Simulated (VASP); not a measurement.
Runs of VASP 6.6.1 on CO. The cell holds a molecule in a box, 2 atoms: a = 11.466 Å, b = 11.966 Å, c = 12.466 Å, α = 90.00°, β = 90.00°, γ = 90.00°. 

| task | level | cell | atoms held fixed (from 0) | gap on the mesh (eV) | largest force (eV/Å) |
| --- | --- | --- | --- | --- | --- |
| single point | PBE | as given | - | 6.92 | 0.03 |
| single point | RPBE+D3(BJ) | as given | - | 6.98 | 0.50 |
| single point | r2SCAN+rVV10 | as given | - | 7.69 | 1.01 |
| single point | RPBE | as given | - | 6.98 | 0.50 |
| single point | optB86b-vdW | as given | - | 6.92 | (a) |
| relaxation of the atoms | PBE+D3(BJ) | atoms relaxed | [0] | 6.92 | - |

Alike in all rows: potentials or basis VASP PAW PBE potentials, release 64 (C, O); no spin polarisation; k mesh 1 × 1 × 1; cutoff (eV) 400; smearing gaussian 0.01 eV.

Q: Estimate the missing entries.

A: (a) 0.13.

Caveats: the standard files for N, O and F lose accuracy on very short bonds; the PAW data sets were made with another functional, which shifts forces and pressure a little (some runs).

